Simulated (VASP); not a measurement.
An input for Quantum ESPRESSO's pw.x (written as the equivalent of a VASP run, and not itself run):

```
&CONTROL
  calculation = 'scf'
  pseudo_dir = './pseudo'
  outdir = './out'
  tprnfor = .true.
  tstress = .true.
/
&SYSTEM
  ibrav = 0
  nat = 5
  ntyp = 3
  ecutwfc = 84
  occupations = 'tetrahedra'
  input_dft = 'vdw-df-ob86'
/
&ELECTRONS
  conv_thr = 7.3e-09
  electron_maxstep = 100
/
ATOMIC_SPECIES
  K 39.098 K.upf
  Ta 180.948 Ta.upf
  O 15.999 O.upf
CELL_PARAMETERS angstrom
     4.0068010   -0.0000000    0.0000000
     0.0000000    4.0068010    0.0000000
    -0.0000000   -0.0000000    4.0068010
ATOMIC_POSITIONS crystal
  K    0.0000000  0.0000000  0.0000000
  Ta   0.5000000  0.5000000  0.5000000
  O    0.5000000  0.0000000  0.5000000
  O    0.0000000  0.5000000  0.5000000
  O    0.5000000  0.5000000  0.0000000
K_POINTS automatic
  6 6 6 0 0 0
```

Translate this input to VASP (INCAR, KPOINTS, POSCAR, choice of POTCAR).

This is not unique; one that fits is 
KPOINTS:
```
Automatic mesh
0
Gamma
6 6 6
0 0 0
```

**INCAR**
```
AGGAC = 0.0
ALGO = Normal
EDIFF = 1E-7
ENCUT = 520
GGA = MK
ISIF = 2
ISMEAR = -5
LASPH = .TRUE.
LCHARG = .TRUE.
LEFG = .TRUE.
LMAXMIX = 6
LORBIT = 11
LREAL = .FALSE.
LUSE_VDW = .TRUE.
LWAVE = .FALSE.
NEDOS = 601
NELM = 100
PARAM1 = 0.1234
PARAM2 = 1.0
PREC = Accurate
SYSTEM = KTaO3
```

**POSCAR**
```
KTaO3
1.0
  4.0068010260   0.0000000000   0.0000000000
  0.0000000000   4.0068010260   0.0000000000
  0.0000000000   0.0000000000   4.0068010260
K Ta O
1 1 3
Cartesian
  0.0000000000   0.0000000000   0.0000000000
  2.0034005130   2.0034005130   2.0034005130
  2.0034005130   0.0000000000   2.0034005130
  0.0000000000   2.0034005130   2.0034005130
  2.0034005130   2.0034005130   0.0000000000
```

POTCAR, in this order: K_sv Ta_pv O (PBE.64 set). Program: vasp_std.

Limits of the translation: the potentials are each code's own (VASP's PAW set, PseudoDojo norm-conserving files in pw.x), so ENCUT and ecutwfc are chosen apart and not converted; conv_thr bounds pw.x's estimated SCF error, while EDIFF bounds the energy change between steps; the field gradients of LEFG aren't asked of the other code.

The compound is KTaO3 in the cubic perovskite structure. It was relaxed first.
